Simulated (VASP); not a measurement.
# Mg3CdSe2O2 (P-4m2) in VASP: notebook

Runs on Mg3CdSe2O2. Level: PBE. Tasks: relaxation of cell and atoms.

Program: VASP 6.6.1. These are calculated values, not measurements. Logs are shortened: lines on timing, memory, paths and dates and some standing lists are left out, and cuts for length are marked.

### 1 Starting point

It takes space group P-4m2 (No. 115, tetragonal). The conventional cell has a = 3.750 Å, b = 3.750 Å, c = 10.100 Å, α = 90.00°, β = 90.00°, γ = 90.00°. Around Mg (site symmetry -4m2) lie 4 O at 2.06 Å. Mg (site symmetry 2mm) has 2 O at 2.06 Å as nearest neighbours. Around Cd (site symmetry -4m2) lie 4 Se at 2.54 Å. Se (site symmetry 2mm) is surrounded by 2 Mg at 2.48 Å and 2 Cd at 2.54 Å. O (site symmetry 2mm) is surrounded by 4 Mg at 2.06 Å.

The cell was built by a generator and needn't be a form met in nature.

### 2 Relaxation of cell and atoms, PBE

INCAR

```
PREC = Normal
ENCUT = 520
EDIFF = 1E-4
ISMEAR = 0
SIGMA = 0.15
LREAL = False
LASPH = True
NELM = 60
ALGO = Fast
ISIF = 3
LWAVE = False
LCHARG = False
GGA = PE
IBRION = 2
NSW = 24
EDIFFG = -0.08
KPAR = 2
```

KPOINTS

```
regular mesh
0
Gamma
  4 4 2
```

POSCAR

```
Mg3CdSe2O2
1.0
    3.7500000000      0.0000000000      0.0000000000
    0.0000000000      3.7500000000      0.0000000000
    0.0000000000      0.0000000000     10.1000000000
Mg Cd Se O
3 1 2 2
Direct
    0.0000000000      0.0000000000      0.0000000000
    0.5000000000      0.5000000000      0.8300000000
    0.5000000000      0.5000000000      0.1700000000
    0.0000000000      0.0000000000      0.5000000000
    0.5000000000      0.0000000000      0.6700000000
    0.0000000000      0.5000000000      0.3300000000
    0.5000000000      0.0000000000      0.0850000000
    0.0000000000      0.5000000000      0.9150000000
```

Potentials or basis: VASP PAW PBE potentials, release 64 (Mg, Cd, Se, O).

The run is started by

```console
cat potpaw_PBE.64/Mg/POTCAR potpaw_PBE.64/Cd/POTCAR potpaw_PBE.64/Se/POTCAR potpaw_PBE.64/O/POTCAR > POTCAR
mpirun -np 2 vasp_std > vasp.out
```

OUTCAR:

```text
PREC = Normal
   ENCUT = 520
   EDIFF = 1E-4
   ISMEAR = 0
   LREAL = False
   LASPH = True
   NELM = 60
   ISIF = 3
   GGA = PE
   IBRION = 2
   NSW = 24
   EDIFFG = -0.08

 ion  position               nearest neighbor table
   1  0.000  0.000  0.000-   7 2.06   8 2.06   8 2.06   7 2.06   2 3.16   3 3.16   2 3.16   2 3.16
                             3 3.16   3 3.16   2 3.16   3 3.16
   2  0.500  0.500  0.830-   8 2.06   8 2.06   5 2.48   5 2.48   1 3.16   1 3.16   1 3.16   1 3.16
                             3 3.43
   3  0.500  0.500  0.170-   7 2.06   7 2.06   6 2.48   6 2.48   1 3.16   1 3.16   1 3.16   1 3.16
                             2 3.43
   4  0.000  0.000  0.500-   5 2.54   6 2.54   6 2.54   5 2.54
   5  0.500  0.000  0.670-   2 2.48   2 2.48   4 2.54   4 2.54
   6  0.000  0.500  0.330-   3 2.48   3 2.48   4 2.54   4 2.54
   7  0.500  0.000  0.085-   1 2.06   3 2.06   3 2.06   1 2.06
   8  0.000  0.500  0.915-   1 2.06   2 2.06   1 2.06   2 2.06

  LATTYP: Found a simple tetragonal cell.
 ALAT       =     3.7500000000
 C/A-ratio  =     2.6933333333

  Lattice vectors:

 A1 = (   3.7500000000,   0.0000000000,   0.0000000000)
 A2 = (   0.0000000000,   3.7500000000,   0.0000000000)
 A3 = (   0.0000000000,   0.0000000000,  10.1000000000)

Analysis of symmetry for initial positions (statically):
=====================================================================
 Subroutine PRICEL returns:
 Original cell was already a primitive cell.

 Routine SETGRP: Setting up the symmetry group for a
 simple tetragonal supercell.

 Subroutine GETGRP returns: Found  8 space group operations
 (whereof  8 operations were pure point group operations)
 out of a pool of 16 trial point group operations.

The static configuration has the point symmetry D_2d.

Analysis of symmetry for dynamics (positions and initial velocities):
=====================================================================
 Subroutine PRICEL returns:
 Original cell was already a primitive cell.

 Routine SETGRP: Setting up the symmetry group for a
 simple tetragonal supercell.

 Subroutine GETGRP returns: Found  8 space group operations
 (whereof  8 operations were pure point group operations)
 out of a pool of 16 trial point group operations.

The dynamic configuration has the point symmetry D_2d.

 Subroutine INISYM returns: Found  8 space group operations
 (whereof  8 operations are pure point group operations),
 and found     1 'primitive' translations

----------------------------------------------------------------------------------------

                                     Primitive cell

  volume of cell :     142.0312

  direct lattice vectors                    reciprocal lattice vectors
     3.750000000  0.000000000  0.000000000     0.266666667  0.000000000  0.000000000
     0.000000000  3.750000000  0.000000000     0.000000000  0.266666667  0.000000000
     0.000000000  0.000000000 10.100000000     0.000000000  0.000000000  0.099009901

  length of vectors
     3.750000000  3.750000000 10.100000000     0.266666667  0.266666667  0.099009901

  position of ions in fractional coordinates (direct lattice)
     0.000000000  0.000000000  0.000000000
     0.500000000  0.500000000  0.830000000
     0.500000000  0.500000000  0.170000000
     0.000000000  0.000000000  0.500000000
     0.500000000  0.000000000  0.670000000
     0.000000000  0.500000000  0.330000000
     0.500000000  0.000000000  0.085000000
     0.000000000  0.500000000  0.915000000

  ion indices of the primitive-cell ions
   primitive index   ion index
                 1           1
                 2           2
                 3           3
                 4           4
                 5           5
                 6           6
                 7           7
                 8           8

----------------------------------------------------------------------------------------

 KPOINTS: regular mesh

Automatic generation of k-mesh.
 Grid dimensions read from file:
 generate k-points for:    4    4    2

 Generating k-lattice:

[... 44 lines left out ...]
   IMIX   =      4    mixing-type and parameters
     AMIX     =   0.40;   BMIX     =  1.00
     AMIX_MAG =   1.60;   BMIX_MAG =  1.00
  volume/ion in A,a.u.               =      17.75       119.81
  Fermi-wavevector in a.u.,A,eV,Ry     =   1.090678  2.061083 16.185203  1.189579
  Thomas-Fermi vector in A             =   2.226908
   LORBIT       =      0    0 simple, 1 ext, 2 COOP (PROOUT), +10 PAW based schemes
   GGA     = PE    functional components
   LHFCALC =     F    Hartree Fock is set to
   AEXX    =    0.0000 exact exchange contribution
   IVDW    =     0    specifies the selected vdW correction
   LEPSILON=     F    determine dielectric tensor
   LRPA    =     F    only Hartree local field effects (RPA)
 conjugate gradient relaxation of ions
 non-spin polarized calculation
 RMM-DIIS sequential band-by-band and
 Gauss-broadening in eV      SIGMA  =   0.15
  energy-cutoff  :      520.00
  volume of cell :      142.03
 maximum number of plane-waves:      3850
   NGX = 13   NGY = 13   NGZ = 37

--------------------------------------- Ionic step        1  -------------------------------------------

 number of electron      41.9999986 magnetization

 Free energy of the ion-electron system (eV)
  ---------------------------------------------------
  ext. energy  EPLUGINS =         0.00000000
  ---------------------------------------------------
  free energy    TOTEN  =       -34.87827677 eV

  energy without entropy =      -34.87827098  energy(sigma->0) =      -34.87827387

------------------------ aborting loop because EDIFF is reached ----------------------------------------

  FORCE on cell =-STRESS in cart. coord.  units (eV):
  Direction    XX          YY          ZZ          XY          YZ          ZX
  --------------------------------------------------------------------------------------
  -------------------------------------------------------------------------------------
  Total        4.6502974      4.6502974      3.4894731      0.0000000      0.0000000     -0.0000000
  in kB       52.4574769     52.4574769     39.3628494      0.0000000      0.0000000     -0.0000000
  external PRESSURE =      48.0926011 kB  Pullay stress =       0.0000000 kB
[... 107 lines left out ...]
  FREE ENERGIE OF THE ION-ELECTRON SYSTEM (eV)
  ---------------------------------------------------
  free  energy   TOTEN  =       -35.0402988312 eV

  energy  without entropy=      -35.0402733104  energy(sigma->0) =      -35.04028607

[... ionic steps 4 to 10 ...]

--------------------------------------- Ionic step       11  -------------------------------------------

 number of electron      41.9999960 magnetization

------------------------ aborting loop because EDIFF is reached ----------------------------------------

  FORCE on cell =-STRESS in cart. coord.  units (eV):
  Direction    XX          YY          ZZ          XY          YZ          ZX
  --------------------------------------------------------------------------------------
  -------------------------------------------------------------------------------------
  Total       -0.2148508     -0.2148508     -0.3776454      0.0000000      0.0000000     -0.0000000
  in kB       -2.3081357     -2.3081357     -4.0570331      0.0000000      0.0000000     -0.0000000
  external PRESSURE =      -2.8911015 kB  Pullay stress =       0.0000000 kB
[... 69 lines left out ...]
  energy  without entropy=      -35.2149365628  energy(sigma->0) =      -35.21493657

--------------------------------------- Ionic step       13  -------------------------------------------

 number of electron      42.0000036 magnetization

 Free energy of the ion-electron system (eV)
  ---------------------------------------------------
  ext. energy  EPLUGINS =         0.00000000
  ---------------------------------------------------
  free energy    TOTEN  =       -35.21743874 eV

  energy without entropy =      -35.21743874  energy(sigma->0) =      -35.21743874

 E-fermi :   2.6943     XC(G=0):  -9.2581

 val. band max:        2.1029386685   @ k =   0.2500   0.0000   0.5000
 cond. band min:       3.2473096529   @ k =   0.0000   0.0000   0.0000
 fundamental gap:      1.1443709844
 Fermi energy:         2.6942914539

 k-point     1 :       0.0000    0.0000    0.0000
  band No.  band energies     occupation
      1     -15.6366      2.00000
      2     -14.8231      2.00000
      3     -10.2247      2.00000
      4      -9.9967      2.00000
      5      -5.7051      2.00000
      6      -5.6690      2.00000
[... 372 lines left out ...]
  FREE ENERGIE OF THE ION-ELECTRON SYSTEM (eV)
  ---------------------------------------------------
  free  energy   TOTEN  =       -35.2174387442 eV

  energy  without entropy=      -35.2174387373  energy(sigma->0) =      -35.21743874

 reached required accuracy - stopping structural energy minimisation
```

It took 73 s on 2 MPI ranks of Intel Xeon Platinum 8488C (Sapphire Rapids), shared host; peak memory 0.21 GiB.

What came out:

- Free energy: -35.2174 eV
- Relaxed volume: 18.42 Å³/atom
- Relaxed cell: a = 3.887 Å, b = 3.887 Å, c = 9.756 Å, α = 90.00°, β = 90.00°, γ = 90.00°
- Space group after relaxing (to 0.05 Å): P-4m2 (No. 115)
- Energy gained by relaxing: 42.4 meV/atom
- Ionic steps: 13
- Pressure after relaxing: 0.4 GPa
- Largest force after relaxing: 0.036 eV/Å
- Band gap on the k mesh: 1.14 eV, indirect (least direct gap 1.21 eV)

Forces on the atoms (eV/Å):
```
Mg   0.000  0.000  0.000
Mg   0.000  0.000 -0.014
Mg   0.000  0.000  0.014
Cd   0.000  0.000  0.000
Se   0.000  0.000  0.036
Se   0.000  0.000 -0.036
O    0.000  0.000  0.035
O    0.000  0.000 -0.035
```

The path:
| step | energy change (eV) | largest force (eV/Å) | pressure (GPa) | volume (Å³) |
| --- | --- | --- | --- | --- |
| 1 | 0.0000 | 0.6296 | 4.81 | 142.03 |
| 2 | -0.1577 | 0.4299 | -1.29 | 153.27 |
| 3 | -0.1620 | 0.4467 | -0.65 | 151.62 |
| 4 | -0.1620 | 0.4538 | -0.51 | 151.43 |
| 5 | -0.1914 | 0.3596 | -0.46 | 151.01 |
| 6 | -0.2537 | 0.4776 | -0.12 | 149.74 |
| 7 | -0.2722 | 0.7923 | 1.12 | 147.17 |
| 8 | -0.2808 | 0.6951 | 0.65 | 148.10 |
| 9 | -0.3018 | 0.5623 | 0.39 | 148.34 |
| 10 | -0.3332 | 0.1886 | -0.18 | 149.07 |
| 11 | -0.3335 | 0.1789 | -0.29 | 149.14 |
| 12 | -0.3367 | 0.1444 | -0.19 | 148.70 |
| 13 | -0.3392 | 0.0362 | 0.39 | 147.40 |

Final structure:
```
Mg Cd Se O
1.0
     3.88698    0.00000    0.00000
     0.00000    3.88698    0.00000
     0.00000    0.00000    9.75594
Mg Cd Se O
3 1 2 2
Direct
  0.00000 0.00000 0.00000
  0.50000 0.50000 0.84836
  0.50000 0.50000 0.15164
  0.00000 0.00000 0.50000
  0.50000 0.00000 0.68069
  0.00000 0.50000 0.31931
  0.50000 0.00000 0.06121
  0.00000 0.50000 0.93879
```

Levels at points of the mesh, in eV from the valence-band top:
| k point | band 19 | band 20 | band 21 | band 22 | band 23 | band 24 |
| --- | --- | --- | --- | --- | --- | --- |
| (0.00, 0.00, 0.00) | -0.82 | -0.06 | -0.06 | 1.14 | 4.12 | 4.28 |
| (0.50, 0.00, 0.00) | -1.71 | -0.31 | -0.01 | 2.95 | 3.89 | 4.92 |
| (0.50, 0.50, 0.00) | -1.89 | -1.75 | -1.75 | 3.43 | 3.44 | 3.44 |
| (0.00, 0.00, 0.50) | -0.82 | -0.05 | -0.05 | 2.59 | 2.75 | 4.45 |
| (0.50, 0.00, 0.50) | -1.49 | -0.31 | -0.01 | 2.72 | 3.65 | 5.22 |
| (0.50, 0.50, 0.50) | -1.96 | -1.85 | -1.85 | 3.22 | 4.00 | 4.00 |

Caveat: the relaxation stopped at a loose force limit of 0.08 eV/Å, so its end isn't a converged minimum. A k mesh can miss the band edges.

### 3 Relaxation of cell and atoms, PBE

This run uses another cell than the first one, of 20.25 Å³/atom, 1.140 times its volume.

INCAR is that of step 2.

KPOINTS

```
regular mesh
0
Gamma
  3 3 3
```

POSCAR

```
Mg3CdSe2O2
1.0
    5.9735078800      0.0000000000      0.0000000000
   -2.9867539400      5.1732095800      0.0000000000
    0.0000000000      0.0000000000      5.2415480900
Mg Cd Se O
3 1 2 2
Direct
    0.5000000000      0.0000000000      0.5000000000
    0.0000000000      0.5000000000      0.5000000000
    0.5000000000      0.5000000000      0.5000000000
    0.0000000000      0.0000000000      0.5000000000
    0.3333333300      0.6666666700      0.0000000000
    0.6666666700      0.3333333300      0.0000000000
    0.3333333300      0.6666666700      0.5000000000
    0.6666666700      0.3333333300      0.5000000000
```

Potentials or basis: VASP PAW PBE potentials, release 64 (Mg, Cd, Se, O).

The run is started by

```console
cat potpaw_PBE.64/Mg/POTCAR potpaw_PBE.64/Cd/POTCAR potpaw_PBE.64/Se/POTCAR potpaw_PBE.64/O/POTCAR > POTCAR
mpirun -np 2 vasp_std > vasp.out
```

It took 40 s on 2 MPI ranks of Intel Xeon Platinum 8488C (Sapphire Rapids), shared host; peak memory 0.2 GiB.

Results (log left out):

| Property | Result |
| --- | --- |
| Free energy | -28.5394 eV |
| Relaxed volume | 24.00 Å³/atom |
| Relaxed cell | a = 6.624 Å, b = 6.624 Å, c = 5.054 Å, α = 90.00°, β = 90.00°, γ = 120.00° |
| Space group after relaxing (to 0.05 Å) | P6/mmm (No. 191) |
| Energy gained by relaxing | 272.0 meV/atom |
| Ionic steps | 7 |
| Pressure after relaxing | 0.0 GPa |
| Band gap on the k mesh | none (metal or under the smearing width) |

Stress tensor (GPa, compression positive):
```
 0.22  0.00  0.00
 0.00  0.22  0.00
 0.00  0.00 -0.42
```

The path:
```
step  energy change (eV)  largest force (eV/Å)  pressure (GPa)  volume (Å³)
   1              0.0000                0.0000           16.04       161.98
   2             -1.9156                0.0000           -3.92       213.16
   3             -2.1284                0.0000           -0.33       197.33
   4             -2.1292                0.0000           -0.54       198.21
   5             -2.1284                0.0000           -0.74       198.97
   6             -2.1513                0.0000           -0.54       196.80
   7             -2.1756                0.0000            0.01       192.03
```

Final structure:
```yaml
crystal:
  lattice:
    - [6.62390, 0.00000, 0.00000]
    - [-3.31195, 5.73647, 0.00000]
    - [0.00000, 0.00000, 5.05377]
  atoms:
    - { symbol: Mg, position: [0.50000, 0.00000, 0.50000] }
    - { symbol: Mg, position: [0.00000, 0.50000, 0.50000] }
    - { symbol: Mg, position: [0.50000, 0.50000, 0.50000] }
    - { symbol: Cd, position: [0.00000, 0.00000, 0.50000] }
    - { symbol: Se, position: [0.33333, 0.66667, 0.00000] }
    - { symbol: Se, position: [0.66667, 0.33333, 0.00000] }
    - { symbol: O, position: [0.33333, 0.66667, 0.50000] }
    - { symbol: O, position: [0.66667, 0.33333, 0.50000] }
```

Levels at points of the mesh, in eV from the Fermi level:
| k point | band 17 | band 18 | band 19 | band 20 | band 21 | band 22 | band 23 | band 24 |
| --- | --- | --- | --- | --- | --- | --- | --- | --- |
| (0.00, 0.00, 0.00) | -1.63 | -1.63 | -0.52 | -0.52 | 1.34 | 1.34 | 1.41 | 2.11 |

Caveat: the k mesh is coarse (spacing up to 0.40 Å⁻¹), so the values aren't converged; the volume moved by over 15 % at a fixed basis, so the end points are rough; the relaxation stopped at a loose force limit of 0.08 eV/Å, so its end isn't a converged minimum.

### 4 Relaxation of cell and atoms, PBE

This run uses another cell than the first one, of 16.02 Å³/atom, 0.902 times its volume.

INCAR is that of step 3.

KPOINTS

```
regular mesh
0
Gamma
  5 5 5
```

POSCAR

```
Mg3CdSe2O2
1.0
    1.8045083900      1.0418334100     11.3617195100
   -1.8045083900      1.0418334100     11.3617195100
    0.0000000000     -2.0836668100     11.3617195100
Mg Cd Se O
3 1 2 2
Direct
    0.0000000000      0.0000000000      0.0000000000
    0.7180000000      0.7180000000      0.7180000000
    0.2820000000      0.2820000000      0.2820000000
    0.5000000000      0.5000000000      0.5000000000
    0.8940000000      0.8940000000      0.8940000000
    0.1060000000      0.1060000000      0.1060000000
    0.6420000000      0.6420000000      0.6420000000
    0.3580000000      0.3580000000      0.3580000000
```

The run is started by

```console
cat potpaw_PBE.64/Mg/POTCAR potpaw_PBE.64/Cd/POTCAR potpaw_PBE.64/Se/POTCAR potpaw_PBE.64/O/POTCAR > POTCAR
mpirun -np 2 vasp_std > vasp.out
```

Run time: 13 min. Hardware: 2 MPI ranks of Intel Xeon Platinum 8488C (Sapphire Rapids), shared host; peak memory 0.66 GiB.

Results (log left out):

| Quantity | Value |
| --- | --- |
| Free energy | -33.3955 eV |
| Relaxed volume | 15.64 Å³/atom |
| Relaxed cell | a = 12.032 Å, b = 12.032 Å, c = 12.032 Å, α = 16.68°, β = 16.68°, γ = 16.68° |
| Space group after relaxing (to 0.05 Å) | R-3m (No. 166) |
| Energy gained by relaxing | 159.3 meV/atom |
| Ionic steps | 13 |
| Pressure after relaxing | 0.3 GPa |
| Largest force after relaxing | 0.038 eV/Å |
| Band gap on the k mesh | none (metal or under the smearing width) |

Forces on the atoms (eV/Å):
```
Mg   0.000  0.000  0.000
Mg   0.000  0.000  0.003
Mg   0.000  0.000 -0.003
Cd   0.000  0.000  0.000
Se   0.000  0.000 -0.019
Se   0.000  0.000  0.019
O    0.000  0.000  0.038
O    0.000  0.000 -0.038
```

Stress tensor (GPa, compression positive):
```
 0.63  0.00  0.00
 0.00  0.63  0.00
 0.00  0.00 -0.47
```

Step by step:
| step | energy change (eV) | largest force (eV/Å) | pressure (GPa) | volume (Å³) |
| --- | --- | --- | --- | --- |
| 1 | 0.0000 | 1.9543 | -0.84 | 128.16 |
| 2 | -0.3666 | 1.3488 | -0.58 | 126.60 |
| 3 | -0.6364 | 0.9339 | 0.85 | 123.93 |
| 4 | -0.8488 | 0.6002 | -0.24 | 125.18 |
| 5 | -1.0385 | 0.3460 | -1.79 | 128.14 |
| 6 | -1.1679 | 0.4655 | 0.14 | 125.72 |
| 7 | -1.1826 | 0.5776 | 1.35 | 124.55 |
| 8 | -1.2476 | 0.1912 | -0.41 | 126.77 |
| 9 | -1.2488 | 0.2254 | -0.72 | 127.17 |
| 10 | -1.2618 | 0.2191 | -0.10 | 125.85 |
| 11 | -1.2640 | 0.2087 | 0.79 | 124.43 |
| 12 | -1.2720 | 0.0991 | 0.61 | 124.80 |
| 13 | -1.2740 | 0.0382 | 0.27 | 125.14 |

Final structure:
```xyz
8
Lattice="1.7451 1.0075 11.8623 -1.7451 1.0075 11.8623 0.0000 -2.0150 11.8623" Properties=species:S:1:pos:R:3 pbc="T T T"
Mg    0.0000    2.0150   23.7246
Mg    0.0000    0.0000   26.0545
Mg    0.0000    0.0000    9.5324
Cd    0.0000    0.0000   17.7935
Se    0.0000    0.0000   31.5434
Se    0.0000    0.0000    4.0435
O     0.0000    0.0000   22.5558
O     0.0000    0.0000   13.0312
```

Levels at points of the mesh, in eV from the Fermi level:
```csv
k point,band 17,band 18,band 19,band 20,band 21,band 22,band 23,band 24,band 25,band 26
"(0.00, 0.00, 0.00)",-2.81,-0.96,-0.28,-0.28,-0.01,-0.01,1.49,2.42,4.53,5.87
```

Caveat: the k mesh is coarse (spacing up to 0.40 Å⁻¹), so the values aren't converged; the relaxation stopped at a loose force limit of 0.08 eV/Å, so its end isn't a converged minimum.

### 5 Overview

| k mesh | mesh quality | gap on the mesh (eV) | pressure (GPa) | relaxed volume (Å³/atom) | largest force (eV/Å) |
| --- | --- | --- | --- | --- | --- |
| 4 × 4 × 2 | not flagged | 1.14 | 0.4 | 18.42 | 0.04 |
| 3 × 3 × 3 | coarse | none | 0.0 | 24.00 | - |
| 5 × 5 × 5 | coarse | none | 0.3 | 15.64 | 0.04 |

Alike in all rows: task relaxation of cell and atoms; level PBE; potentials or basis VASP PAW PBE potentials, release 64 (Mg, Cd, Se, O); no spin polarisation; cell relaxed; cutoff (eV) 520; smearing gaussian 0.15 eV.

Caveats: some runs use coarse meshes; the relaxation stopped at a loose force limit of 0.08 eV/Å, so its end isn't a converged minimum; the volume moved by over 15 % at a fixed basis, so the end points are rough (some runs).

Total energies depend on the potentials used, so only differences within one code and one set of settings carry meaning.
